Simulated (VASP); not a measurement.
Computed with PBEsol GGA, VASP's PBE PAW potentials (set 64) (plane waves; VASP 6.6.1).

Input for VASP

**INCAR**
```
NSW=40
ALGO=Normal
LMAXMIX=4   # l cut-off of mixed one-centre charges
GGA=PS   # PBEsol
ISMEAR=0   # Gaussian
ISIF=3   # ions, shape and volume
ENCUT=500   # plane-wave cut-off (eV)
PREC=Accurate
EDIFF=1E-6
LREAL=.FALSE.   # projection in real space or not
LWAVE=.FALSE.
IBRION=2
LCHARG=.FALSE.
LASPH=.TRUE.
EDIFFG=-0.02   # ionic stop
SYSTEM=CdSe
SIGMA=0.05   # width (eV)
NELM=100   # most electronic steps
```

File KPOINTS:
```
kpoints
0
gamma
 8 8 8
0 0 0
```

File POSCAR:
```
CdSe
1
    0.0000000000     3.0472585319     3.0472585319
    3.0472585319     0.0000000000     3.0472585319
    3.0472585319     3.0472585319    -0.0000000000
Cd Se
1 1
Direct
  0.0000000000   0.0000000000   0.0000000000
  0.2500000000   0.2500000000   0.2500000000
```

POTCAR, in this order: Cd Se (PBE.64 set). Program: vasp_std.

**Question.** Predict the energy per atom (σ→0), band gap (on the k-mesh).

**Answer.** 
```json
{
 "energy per atom (σ→0)": "-3.089 eV/atom",
 "band gap (on the k-mesh)": "0.47 eV"
}
```

OSZICAR:
```
...
DAV:   6    -0.620131204452E+01    0.35600E+00   -0.71211E-01  1015   0.120E+01    0.487E+00
DAV:   7    -0.617876327348E+01    0.22549E-01   -0.14687E-01   809   0.304E+00    0.221E+00
DAV:   8    -0.617747483475E+01    0.12884E-02   -0.14994E-02   819   0.184E+00    0.219E-01
DAV:   9    -0.617733742338E+01    0.13741E-03   -0.20945E-03   859   0.712E-01    0.497E-02
DAV:  10    -0.617734996719E+01   -0.12544E-04   -0.21622E-04   809   0.226E-01    0.386E-02
DAV:  11    -0.617737441084E+01   -0.24444E-04   -0.48719E-05   774   0.631E-02    0.155E-02
DAV:  12    -0.617737342243E+01    0.98841E-06   -0.57667E-06   849   0.369E-02
   1 F= -.61773734E+01 E0= -.61773734E+01  d E =-.617737E+01
```

The structure was generated: CdSe was put into the zinc blende type (F-43m), which need not be its known phase. It was relaxed first.
